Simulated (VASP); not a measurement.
Crystal: GaN.

```
Ga N
1.0
     3.19000    0.00000    0.00000
    -1.59500    2.76262    0.00000
     0.00000    0.00000    5.18900
Ga N
2 2
Direct
  0.66667 0.33333 0.00000
  0.33333 0.66667 0.50000
  0.66667 0.33333 0.37500
  0.33333 0.66667 0.87500
```

Base run:

| Quantity | Value |
| --- | --- |
| Program | VASP 6.6.1 |
| Functional | r2SCAN |
| Potentials or basis | VASP PAW PBE potentials, release 64 (Ga_d, N) |
| Cutoff | 520 eV |
| k mesh | 8 × 8 × 5 |
| Occupations | fermi-dirac, width 0.05 eV |
| Spin | no spin polarisation |

Its results: band gap on the k mesh 2.30 eV, direct.

**Question.** The run is repeated on the same cell with these changes: functional from r2SCAN to TB-mBJ. What comes out?

**Answer.** Band gap on the k mesh 3.08 eV, direct.

